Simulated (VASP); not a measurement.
Data:

```
NaF
1.0
    0.00000     2.28667     2.28667
    2.28667     0.00000     2.28667
    2.28667     2.28667     0.00000
Na F
1 1
Direct
  0.00000   0.00000   0.00000
  0.50000   0.50000   0.50000
```

These are vdW-DF2, VASP's PBE PAW potentials (set 64) (plane waves; VASP 6.6.1) values and carry that method's errors. Run with 520 eV cut-off, 10×10×10 Γ-centred mesh, Gaussian smearing of 0.050 eV, potentials Na_pv F.

Question: Give the stress tensor in GPa (positive for a compressed cell).

Answer: 
```
3.70  0.00  0.00
0.00  3.70  0.00
0.00  0.00  3.70
```
The pressure is its mean diagonal, 3.70 GPa.

The compound is NaF in the rock salt structure. This cell is one point of a volume scan, at 0.94 of the reference volume.
